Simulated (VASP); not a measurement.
# Lattice of InSb, functional by functional

Aim: relax InSb at several levels of theory and compare the cells. The starting structure is a measured crystal structure from the Crystallography Open Database.

Main program and level: VASP 6.6.1; Kohn-Sham DFT with plane waves and PAW; PBEsol, LDA, PBE, PBEsol + D3(BJ), r2SCAN, r2SCAN + rVV10, rev-vdW-DF2 and PBEsol + D4.

### 1. Set-up

It takes space group F-43m (No. 216, cubic). Conventional cell: a = 6.478 Å, b = 6.478 Å, c = 6.478 Å, α = 90.00°, β = 90.00°, γ = 90.00°. Nearest to Sb lie 4 In at 2.81 Å. Nearest to In lie 4 Sb at 2.81 Å. Farther neighbours are not listed.

As a file:

```cif
data_structure
_symmetry_space_group_name_H-M 'P 1'
_symmetry_Int_Tables_number 1
_cell_length_a 4.5808
_cell_length_b 4.5808
_cell_length_c 4.5808
_cell_angle_alpha 60.000
_cell_angle_beta 60.000
_cell_angle_gamma 60.000
_cell_volume 67.97
loop_
_atom_site_label
_atom_site_type_symbol
_atom_site_fract_x
_atom_site_fract_y
_atom_site_fract_z
_atom_site_occupancy
Sb1 Sb 0.75000 0.75000 0.75000 1
In2 In 0.00000 0.00000 0.00000 1
```

### 2. Relaxation with PBEsol

PBEsol restores the gradient expansion of exchange and is tuned for the cells of solids.

INCAR reads:

```
SYSTEM = InSb
PREC = Accurate
ENCUT = 450
EDIFF = 1E-06
NELM = 100
ISMEAR = 1
SIGMA = 0.15
LREAL = .FALSE.
ALGO = Normal
GGA = PS
NBANDS = 15
LORBIT = 11
LWAVE = .FALSE.
LCHARG = .FALSE.
KPAR = 2
IBRION = 2
NSW = 50
ISIF = 3
EDIFFG = -0.01
```

POSCAR reads:

```
InSb
1.0
    0.0000000000      3.2391000000      3.2391000000
    3.2391000000      0.0000000000      3.2391000000
    3.2391000000      3.2391000000      0.0000000000
Sb In
1 1
Direct
    0.7500000000      0.7500000000      0.7500000000
    0.0000000000      0.0000000000      0.0000000000
```

KPOINTS reads:

```
Automatic mesh
0
Gamma
12 12 12
0 0 0
```

The projector-augmented-wave data sets are Sb and In_d (PBE family, release 64).

The run is started by

```
$ mpirun -np 2 vasp_std
```

Log:

```text
[banner, memory and clock lines left out]
running    2 mpi-ranks, on    1 nodes
 distrk:  each k-point on    1 cores,    2 groups
 distr:  one band on    1 cores,    1 groups

 POSCAR found type information on POSCAR SbIn
 POSCAR found :  2 types and       2 ions
|                                                                             |
|               ----> ADVICE to this user running VASP <----                  |
|                                                                             |
|     You enforced a specific xc type in the INCAR file but a different       |
|     [... a line on the potential file left out ...]
|     I HOPE YOU KNOW WHAT YOU ARE DOING!                                     |
|                                                                             |

 LDA part: xc-table for (Slater+PW92), standard interpolation
 POSCAR, INCAR and KPOINTS ok, starting setup
 FFT: planning ... GRIDC
 FFT: planning ... GRID_SOFT
 FFT: planning ... GRID
 WAVECAR not read
 entering main loop
       N       E                     dE             d eps       ncg     rms          rms(c)
DAV:   1     0.107675179712E+03    0.10768E+03   -0.73778E+03  2167   0.108E+03
DAV:   2    -0.101332810921E+01   -0.10869E+03   -0.10543E+03  2391   0.273E+02
DAV:   3    -0.765093985735E+01   -0.66376E+01   -0.66090E+01  2713   0.735E+01
DAV:   4    -0.783353006255E+01   -0.18259E+00   -0.18252E+00  2740   0.142E+01
DAV:   5    -0.784232657789E+01   -0.87965E-02   -0.87964E-02  3206   0.249E+00    0.406E+00
DAV:   6    -0.771994183252E+01    0.12238E+00   -0.18286E-01  3167   0.734E+00    0.230E+00
DAV:   7    -0.769654957167E+01    0.23392E-01   -0.69936E-02  2909   0.289E+00    0.612E-01
DAV:   8    -0.769575339699E+01    0.79617E-03   -0.78427E-03  2912   0.109E+00    0.260E-01
DAV:   9    -0.769614164577E+01   -0.38825E-03   -0.79021E-04  2468   0.262E-01    0.760E-02
DAV:  10    -0.769612829429E+01    0.13351E-04   -0.42003E-05  3012   0.481E-02    0.364E-02
DAV:  11    -0.769614847189E+01   -0.20178E-04   -0.33891E-05  2384   0.506E-02    0.224E-02
DAV:  12    -0.769614908528E+01   -0.61339E-06   -0.10667E-06  2054   0.987E-03
   1 F= -.76961491E+01 E0= -.76962023E+01  d E =-.769615E+01
 curvature:   0.00 expect dE= 0.000E+00 dE for cont linesearch  0.000E+00
 trial: gam= 0.00000 g(F)=  0.454E-48 g(S)=  0.104E-01 ort = 0.000E+00 (trialstep = 0.100E+01)
 search vector abs. value=  0.104E-01
 bond charge predicted
       N       E                     dE             d eps       ncg     rms          rms(c)
DAV:   1    -0.781934521974E+01   -0.12320E+00   -0.29993E+00  2776   0.322E+01    0.208E+00
DAV:   2    -0.771787568464E+01    0.10147E+00   -0.20587E-01  2664   0.916E+00    0.794E-01
DAV:   3    -0.770004115005E+01    0.17835E-01   -0.53606E-02  2797   0.425E+00    0.361E-01
DAV:   4    -0.769972993566E+01    0.31121E-03   -0.19164E-03  2328   0.403E-01    0.242E-01
DAV:   5    -0.769941510814E+01    0.31483E-03   -0.22306E-04  2788   0.119E-01    0.119E-01
DAV:   6    -0.769936442264E+01    0.50685E-04   -0.83629E-05  2891   0.870E-02    0.181E-02
DAV:   7    -0.769936561871E+01   -0.11961E-05   -0.60778E-06  2802   0.398E-02    0.702E-03
DAV:   8    -0.769936612010E+01   -0.50139E-06   -0.14059E-06  1430   0.198E-02
   2 F= -.76993661E+01 E0= -.76994224E+01  d E =-.321703E-02
 trial-energy change:   -0.003217  1 .order   -0.003307   -0.010350    0.003735
 step:   0.7272(harm=  0.7348)  dis= 0.00000  next Energy=    -7.699877 (dE=-0.373E-02)
 bond charge predicted
       N       E                     dE             d eps       ncg     rms          rms(c)
DAV:   1    -0.770891386678E+01   -0.95482E-02   -0.21653E-01  2762   0.828E+00    0.588E-01
DAV:   2    -0.770115902972E+01    0.77548E-02   -0.16181E-02  2671   0.265E+00    0.212E-01
DAV:   3    -0.769990426781E+01    0.12548E-02   -0.35862E-03  2783   0.110E+00    0.108E-01
DAV:   4    -0.769988371099E+01    0.20557E-04   -0.13057E-04  2321   0.994E-02    0.724E-02
DAV:   5    -0.769986801925E+01    0.15692E-04   -0.17611E-05  2703   0.350E-02    0.323E-02
DAV:   6    -0.769986916553E+01   -0.11463E-05   -0.60570E-06  3246   0.221E-02    0.594E-03
DAV:   7    -0.769986860247E+01    0.56306E-06   -0.40678E-07  1206   0.108E-02
   3 F= -.76998686E+01 E0= -.76999236E+01  d E =-.371952E-02
 curvature:  -0.37 expect dE=-0.394E-06 dE for cont linesearch -0.394E-06
 trial: gam= 0.00000 g(F)=  0.242E-46 g(S)=  0.107E-05 ort =-0.105E-03 (trialstep = 0.945E+00)
 search vector abs. value=  0.107E-05
 reached required accuracy - stopping structural energy minimisation
```

Run time: 68 s. Hardware: 2 MPI ranks of AMD EPYC 7R43, shared host; peak memory 0.38 GiB.

The logs omit lines about the potential files and the build; timing stands in the text.

From OUTCAR (step 2):

```text
ion  position               nearest neighbor table
   1  0.750  0.750  0.750-   2 2.81   2 2.81   2 2.81   2 2.81
   2  0.000  0.000  0.000-   1 2.81   1 2.81   1 2.81   1 2.81

  LATTYP: Found a face centered cubic cell.
 ALAT       =     6.4782000000

 Subroutine GETGRP returns: Found 24 space group operations
 (whereof 24 operations were pure point group operations)

The static configuration has the point symmetry T_d .

 Found     72 irreducible k-points:

   k-points           NKPTS =     72   k-points in BZ     NKDIM =     72   number of bands    NBANDS=     15

   dimension x,y,z NGX =    32 NGY =   32 NGZ =   32
   dimension x,y,z NGXF=    64 NGYF=   64 NGZF=   64

   ENCUT  =  450.0 eV  33.07 Ry    5.75 a.u.   7.92  7.92  7.92*2*pi/ulx,y,z

   NELECT =      18.0000    total number of electrons

 k-points in reciprocal lattice and weights: Automatic mesh
   0.00000000  0.00000000  0.00000000       0.001
   0.08333333  0.00000000  0.00000000       0.005
   0.16666667  0.00000000  0.00000000       0.005
   0.25000000  0.00000000  0.00000000       0.005
   0.33333333  0.00000000  0.00000000       0.005
   0.41666667  0.00000000  0.00000000       0.005
   0.50000000  0.00000000  0.00000000       0.002
   0.08333333  0.08333333  0.00000000       0.003
   0.16666667  0.08333333  0.00000000       0.014
[...]
-0.33333333  0.50000000  0.16666667       0.007
  -0.25000000  0.50000000  0.25000000       0.003

 average (electrostatic) potential at core
       1 -87.2717       2 -96.2775

 E-fermi :   4.7805

 k-point     1 :       0.0000    0.0000    0.0000
  band No.  band energies     occupation
    ...
      6      -5.8684      2.00000
      7       4.3876      2.00134
      8       4.7588      1.24205
      9       4.7588      1.24205
     10       4.7588      1.24205
     11       7.6915     -0.00000
     12       7.6915     -0.00000
     13       7.6915     -0.00000
     14      10.3050      0.00000
     15      13.0036      0.00000

 k-point     2 :       0.0833    0.0000    0.0000
  band No.  band energies     occupation
    ...
      5      -9.6600      2.00000
      6      -5.8065      2.00000
      7       3.4404      2.00000
      8       4.6611      1.97815
      9       4.6611      1.97815
     10       5.4022     -0.00000
     11       7.8055      0.00000
     12       7.8280      0.00000
     13       7.8280      0.00000
     14      10.6943      0.00000
    ...

 k-point     3 :       0.1667    0.0000    0.0000
  band No.  band energies     occupation
    ...
      5      -9.6602      2.00000
      6      -5.6256      2.00000
      7       2.2644      2.00000
      8       4.4316      2.00486
      9       4.4316      2.00486
     10       5.6397     -0.00000
     11       8.1366      0.00000
     12       8.1366      0.00000
     13       8.3831      0.00000
     14      11.4313      0.00000
    ...

  Total       -0.0038496     -0.0038496     -0.0038496      0.0000000      0.0000000     -0.0000000
  in kB       -0.0889629     -0.0889629     -0.0889629      0.0000000      0.0000000     -0.0000000
  external PRESSURE =      -0.0889629 kB  Pullay stress =       0.0000000 kB

  energy-cutoff  :      450.00
  volume of cell :       69.33
      direct lattice vectors                 reciprocal lattice vectors
    -0.000000000  3.260586996  3.260586996    -0.153346622  0.153346622  0.153346622
     3.260586996  0.000000000  3.260586996     0.153346622 -0.153346622  0.153346622
     3.260586996  3.260586996 -0.000000000     0.153346622  0.153346622 -0.153346622

 POSITION                                       TOTAL-FORCE (eV/Angst)
 -----------------------------------------------------------------------------------
      4.89088      4.89088      4.89088        -0.000000     -0.000000     -0.000000
      0.00000      0.00000      0.00000         0.000000      0.000000      0.000000
 -----------------------------------------------------------------------------------
    total drift:                                0.000000      0.000000      0.000000

  FREE ENERGIE OF THE ION-ELECTRON SYSTEM (eV)
  ---------------------------------------------------
  free  energy   TOTEN  =        -7.6998686025 eV

  energy  without entropy=       -7.7000337258  energy(sigma->0) =       -7.69992364

 reached required accuracy - stopping structural energy minimisation

 total charge
# of ion       s       p       d       tot
------------------------------------------
    1        1.141   1.318   0.019   2.478
    2        0.872   0.700   9.864  11.436
--------------------------------------------------
tot          2.013   2.018   9.883  13.913

[... 3 further parts left out ...]
```

CONTCAR:

```
InSb
   1.00000000000000
    -0.0000000000000000    3.2605869957088669    3.2605869957088669
     3.2605869957088669    0.0000000000000000    3.2605869957088669
     3.2605869957088669    3.2605869957088669   -0.0000000000000000
  Sb              In
     1     1
Direct
     0.7500000000000000    0.7500000000000000    0.7500000000000000
     0.0000000000000000    0.0000000000000000    0.0000000000000000
```

The PAW data sets were made with PBE, which is usual practice but a small mismatch for other functionals. The run keeps the 24 symmetry operations of its start, so it cannot find a distortion of lower symmetry.

With PBEsol the relaxed cell holds 34.665 Å³ an atom, +2.00 % against the measured cell, with a = 6.521 Å.

### 3. Relaxation with LDA

LDA, the lowest rung, knows the local density alone.

INCAR: that of step 2 with these lines changed.

```diff
@@ -9,3 +9,3 @@
 ALGO = Normal
-GGA = PS
+GGA = CA
 NBANDS = 15
```

POSCAR is that of step 2.

KPOINTS is that of step 2.

Potentials, in the order of the species: Sb and In_d (LDA family, release 64).

The run is started by

```
$ mpirun -np 2 vasp_std
```

Log:

```text
[banner, memory and clock lines left out]
running    2 mpi-ranks, on    1 nodes
[...]
LDA part: xc-table for (Slater(with rela. corr.)+CA(PZ))
 , standard interpolation
 POSCAR, INCAR and KPOINTS ok, starting setup
[...]
entering main loop
       N       E                     dE             d eps       ncg     rms          rms(c)
DAV:   1     0.109369638667E+03    0.10937E+03   -0.73623E+03  2167   0.108E+03
DAV:   2    -0.122971576112E+01   -0.11060E+03   -0.10731E+03  2405   0.274E+02
DAV:   3    -0.816879810410E+01   -0.69391E+01   -0.69078E+01  2713   0.749E+01
DAV:   4    -0.836209848892E+01   -0.19330E+00   -0.19322E+00  2668   0.148E+01
[...]
DAV:  10    -0.821577220220E+01    0.83836E-05   -0.32742E-05  2755   0.500E-02    0.313E-02
DAV:  11    -0.821577622664E+01   -0.40244E-05   -0.90033E-06  2629   0.396E-02    0.195E-02
DAV:  12    -0.821577607569E+01    0.15095E-06   -0.48727E-07  1927   0.930E-03
   1 F= -.82157761E+01 E0= -.82158288E+01  d E =-.821578E+01
[...]
DAV:   6    -0.821669746552E+01    0.14053E-04   -0.26019E-05  3331   0.463E-02    0.127E-02
DAV:   7    -0.821669719553E+01    0.26998E-06   -0.18563E-06  1946   0.236E-02
   2 F= -.82166972E+01 E0= -.82167487E+01  d E =-.921120E-03
 trial-energy change:   -0.000921  1 .order   -0.000983   -0.003146    0.001179
 step:   0.7096(harm=  0.7273)  dis= 0.00000  next Energy=    -8.216870 (dE=-0.109E-02)
[...]
N       E                     dE             d eps       ncg     rms          rms(c)
DAV:   1    -0.822012765033E+01   -0.34302E-02   -0.78703E-02  2776   0.517E+00    0.354E-01
DAV:   2    -0.821735462361E+01    0.27730E-02   -0.58340E-03  2678   0.161E+00    0.126E-01
DAV:   3    -0.821690770824E+01    0.44692E-03   -0.12945E-03  2776   0.677E-01    0.714E-02
DAV:   4    -0.821690013654E+01    0.75717E-05   -0.45649E-05  2363   0.610E-02    0.501E-02
DAV:   5    -0.821688938291E+01    0.10754E-04   -0.65427E-06  2831   0.208E-02    0.222E-02
DAV:   6    -0.821688799038E+01    0.13925E-05   -0.22463E-06  2433   0.139E-02    0.337E-03
DAV:   7    -0.821688797058E+01    0.19804E-07   -0.15927E-07  1115   0.678E-03
   3 F= -.82168880E+01 E0= -.82169396E+01  d E =-.111189E-02
[...]
reached required accuracy - stopping structural energy minimisation
```

Elapsed: 65 s, on 2 MPI ranks; peak memory 0.33 GiB; 2.2 min of CPU time.

From OUTCAR (step 3):

```text
  Total        0.0025938      0.0025938      0.0025938     -0.0000000      0.0000000     -0.0000000
  in kB        0.0618030      0.0618030      0.0618030     -0.0000000      0.0000000     -0.0000000
  external PRESSURE =       0.0618030 kB  Pullay stress =       0.0000000 kB

 POSITION                                       TOTAL-FORCE (eV/Angst)
 -----------------------------------------------------------------------------------
      4.84131      4.84131      4.84131         0.000000      0.000000      0.000000
      0.00000      0.00000      0.00000        -0.000000     -0.000000     -0.000000
 -----------------------------------------------------------------------------------
    total drift:                                0.000000      0.000000      0.000000

  FREE ENERGIE OF THE ION-ELECTRON SYSTEM (eV)
  ---------------------------------------------------
  free  energy   TOTEN  =        -8.2168879706 eV

  energy  without entropy=       -8.2170429458  energy(sigma->0) =       -8.21693963

[... 2 parts as in an earlier step ...]

[... 2 further parts left out ...]
[key lines of the parts left out:]
E-fermi :   5.0268
```

With LDA the relaxed cell holds 33.621 Å³ an atom, -1.07 % against the measured cell, with a = 6.455 Å. That is -3.01 % from PBEsol.

### 4. Relaxation with PBE

PBE, the usual starting point, adds the gradient of the density. This run starts from the cell of an earlier relaxation, which isn't shown; the restart sets up the plane waves anew.

INCAR: that of step 3 with these lines changed.

```diff
@@ -9,3 +9,3 @@
 ALGO = Normal
-GGA = CA
+GGA = PE
 NBANDS = 15
```

POSCAR reads:

```
InSb
1.0
    0.0000000000      3.3171594075      3.3171594075
    3.3171594075      0.0000000000      3.3171594075
    3.3171594075      3.3171594075      0.0000000000
Sb In
1 1
Direct
    0.7500000000      0.7500000000      0.7500000000
    0.0000000000      0.0000000000      0.0000000000
```

KPOINTS is that of step 3.

The projector-augmented-wave data sets are Sb and In_d (PBE family, release 64).

The run is started by

```
$ mpirun -np 2 vasp_std
```

Log:

```text
[banner, memory and clock lines left out]
running    2 mpi-ranks, on    1 nodes
[...]
LDA part: xc-table for (Slater+PW92), standard interpolation
 POSCAR, INCAR and KPOINTS ok, starting setup
[...]
entering main loop
       N       E                     dE             d eps       ncg     rms          rms(c)
DAV:   1     0.106697391399E+03    0.10670E+03   -0.73215E+03  2175   0.105E+03
DAV:   2     0.981172664797E-02   -0.10669E+03   -0.10368E+03  2405   0.270E+02
DAV:   3    -0.684999045348E+01   -0.68598E+01   -0.68013E+01  2692   0.741E+01
DAV:   4    -0.704150608954E+01   -0.19152E+00   -0.19147E+00  2750   0.145E+01
[...]
DAV:  11    -0.695275239314E+01   -0.45876E-04   -0.81772E-05  2391   0.561E-02    0.200E-02
DAV:  12    -0.695275352931E+01   -0.11362E-05   -0.10961E-06  2413   0.717E-03    0.660E-03
DAV:  13    -0.695275425525E+01   -0.72595E-06   -0.16633E-06  2387   0.752E-03
   1 F= -.69527543E+01 E0= -.69528204E+01  d E =-.695275E+01
[...]
reached required accuracy - stopping structural energy minimisation
```

It took 59 s on 2 MPI ranks; peak memory 0.38 GiB; 1.9 min of CPU time.

From OUTCAR (step 4):

```text
  Total        0.0038997      0.0038997      0.0038997     -0.0000000      0.0000000      0.0000000
  in kB        0.0855878      0.0855878      0.0855878     -0.0000000      0.0000000      0.0000000
  external PRESSURE =       0.0855878 kB  Pullay stress =       0.0000000 kB

 POSITION                                       TOTAL-FORCE (eV/Angst)
 -----------------------------------------------------------------------------------
      4.97574      4.97574      4.97574         0.000000      0.000000      0.000000
      0.00000      0.00000      0.00000        -0.000000     -0.000000     -0.000000
 -----------------------------------------------------------------------------------
    total drift:                                0.000000      0.000000      0.000000

  FREE ENERGIE OF THE ION-ELECTRON SYSTEM (eV)
  ---------------------------------------------------
  free  energy   TOTEN  =        -6.9527542553 eV

  energy  without entropy=       -6.9529526476  energy(sigma->0) =       -6.95282039

[... 2 parts as in an earlier step ...]

[... 2 further parts left out ...]
[key lines of the parts left out:]
E-fermi :   4.4087
```

With PBE the relaxed cell holds 36.501 Å³ an atom, +7.41 % against the measured cell, with a = 6.634 Å. That is +5.30 % from PBEsol.

(Continued in part 2 of 2.)

[Lines on the potential files, build, host, timing and source positions are cut from VASP's logs without a mark.]

[Logs are printed without paths, hosts, clocks, repeated set-up lines and the standing remarks that a program may print on its own settings, such as how far it seeks lower states.]

[Hosts, paths, dates, database ids (printed as entryN), source tags and the programs' standing remarks are cut or masked in the printed files.]
